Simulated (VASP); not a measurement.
An input for Quantum ESPRESSO's pw.x (written as the equivalent of a VASP run, and not itself run):

```
&CONTROL
  calculation = 'vc-relax'
  pseudo_dir = './pseudo'
  outdir = './out'
  tprnfor = .true.
  tstress = .true.
  nstep = 60
  forc_conv_thr = 0.00039
/
&SYSTEM
  ibrav = 0
  nat = 2
  ntyp = 2
  ecutwfc = 60.3
  occupations = 'smearing'
  smearing = 'gaussian'
  degauss = 0.003675
  input_dft = 'pbe'
  vdw_corr = 'grimme-d3'
  dftd3_version = 3
  dftd3_threebody = .false.
/
&ELECTRONS
  conv_thr = 7.3e-08
  electron_maxstep = 100
/
&IONS
/
&CELL
/
ATOMIC_SPECIES
  Tl 204.380 Tl.upf
  Br 79.904 Br.upf
CELL_PARAMETERS angstrom
     4.1053644   -0.0000000   -0.0000000
     0.0000000    4.1053644   -0.0000000
     0.0000000    0.0000000    4.1053644
ATOMIC_POSITIONS crystal
  Tl   0.0000000  0.0000000  0.0000000
  Br   0.5000000  0.5000000  0.5000000
K_POINTS automatic
  6 6 6 0 0 0
```

Translate this input to VASP (INCAR, KPOINTS, POSCAR, choice of POTCAR).

One answer among several that fit: 
File KPOINTS:
```
Automatic
0
G
 6 6 6
0 0 0
```

**INCAR**
```
ALGO = Normal
EDIFF = 1E-6
EDIFFG = -0.01
ENCUT = 520
GGA = PE
IBRION = 2
ISIF = 3
ISMEAR = 0
IVDW = 11
LASPH = .TRUE.
LCHARG = .FALSE.
LMAXMIX = 4
LREAL = .FALSE.
LWAVE = .FALSE.
NELM = 100
NSW = 60
PREC = Accurate
SIGMA = 0.05
SYSTEM = TlBr
```

### POSCAR
```
TlBr
1
    4.1053644230    -0.0000000000    -0.0000000000
    0.0000000000     4.1053644230    -0.0000000000
    0.0000000000     0.0000000000     4.1053644230
Tl Br
1 1
Direct
  0.0000000000   0.0000000000   0.0000000000
  0.5000000000   0.5000000000   0.5000000000
```

POTCAR, in this order: Tl_d Br (PBE.64 set). Program: vasp_std.

What does not carry over: the potentials are each code's own (VASP's PAW set, PseudoDojo norm-conserving files in pw.x), so ENCUT and ecutwfc are chosen apart and not converted; conv_thr bounds pw.x's estimated SCF error, while EDIFF bounds the energy change between steps; forc_conv_thr acts on force components and is met together with etot_conv_thr.

The compound is TlBr in the CsCl type structure. It was relaxed first, which changed the volume by +9 %. The start is the result of an earlier pass.
